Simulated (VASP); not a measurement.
SrC2, 3 atoms in the cell. The structure is trigonal, space group R-3m (No. 166). The conventional cell has a = 5.035 Å, b = 5.035 Å, c = 6.920 Å, α = 90.00°, β = 90.00°, γ = 120.00°. Sr (site symmetry -3m) has 8 C at 2.83 to 2.95 Å as nearest neighbours. C (site symmetry 3m) has 1 C at 1.27 Å as nearest neighbours. The cell comes from a database or a generator and needn't be the stable form of this composition.

```yaml
Program: VASP 6.6.1
Task: single point
Functional: r2SCANh
Potentials_or_basis: VASP PAW PBE potentials, release 64 (Sr_sv, C)
Cutoff: 520 eV
k_mesh: 3 × 3 × 3
Occupations: fermi-dirac, width 0.1 eV
Spin: no spin polarisation
Dipole_correction: no
Exchange_at_q_=_0: truncated
Grid_for_exact_exchange_PRECFOCK: Normal
Further_INCAR_settings: ALGO = Normal; EDIFF = 1e-07; NBANDS = 16
```

Potentials or basis: VASP PAW PBE potentials, release 64 (Sr_sv, C).

Command:

```console
$ cat potpaw_PBE.64/Sr_sv/POTCAR potpaw_PBE.64/C/POTCAR > POTCAR
$ cp INCAR.step1 INCAR
$ mpirun -np 1 vasp_std > vasp.out
$ cp INCAR.step2 INCAR
$ mpirun -np 1 vasp_std > vasp.out
```

Hardware: 1 thread of Intel(R) Xeon(R) Platinum 8488C (Sapphire Rapids), with other jobs on the host.

**Question.** Estimate the wall time of this run.

**Answer.** Run time: 3.1 min on 1 thread of Intel(R) Xeon(R) Platinum 8488C (Sapphire Rapids), with other jobs on the host, peak memory 0.17 GiB. Counts: scf iterations 14, k points 6.
